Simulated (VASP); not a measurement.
OSZICAR of a VASP run on Si₂W (space group I4/mmm):

### OSZICAR
```
       N       E                     dE             d eps       ncg     rms          rms(c)
DAV:   1     0.875184086811E+02    0.87518E+02   -0.81779E+03  8712   0.102E+03
DAV:   2    -0.247811588140E+02   -0.11230E+03   -0.11080E+03 10124   0.280E+02
DAV:   3    -0.273078283398E+02   -0.25267E+01   -0.24630E+01 11489   0.401E+01
DAV:   4    -0.273225413805E+02   -0.14713E-01   -0.14706E-01  9914   0.348E+00
DAV:   5    -0.273227009900E+02   -0.15961E-03   -0.15960E-03 11454   0.340E-01    0.297E+01
DAV:   6    -0.266219401566E+02    0.70076E+00   -0.33457E+00 10418   0.144E+01    0.113E+01
DAV:   7    -0.265235649206E+02    0.98375E-01   -0.17495E-01  9697   0.268E+00    0.470E+00
DAV:   8    -0.265036287689E+02    0.19936E-01   -0.30704E-02 11321   0.148E+00    0.298E-01
DAV:   9    -0.265031330480E+02    0.49572E-03   -0.89643E-04 10236   0.248E-01    0.164E-01
DAV:  10    -0.265030193970E+02    0.11365E-03   -0.22739E-04 10677   0.152E-01    0.409E-02
DAV:  11    -0.265030161680E+02    0.32290E-05   -0.21270E-05 10733   0.362E-02    0.143E-02
DAV:  12    -0.265030163719E+02   -0.20390E-06   -0.70786E-07  6126   0.640E-03
   1 F= -.26503016E+02 E0= -.26502035E+02  d E =-.196324E-02
```

**Question.** Which electronic solver shows in the log?

**Answer.** It is blocked Davidson (ALGO = Normal, or the opening steps of other solvers). The INCAR had ALGO = Normal.

**Question.** Can the final energy be trusted as converged?

**Answer.** The calculation finished and met its thresholds. It stopped with EDIFF = 1E-6, NELM = 100 (PBEsol GGA, plane waves, VASP's PBE PAW potentials (set 64)).

The structure comes from a computed database's Si2W entry; how it stands against other phases isn't given here. The cell was not relaxed at this level. The run is one of a series of settings (GGA = PS against the base run), some of them coarse on purpose.
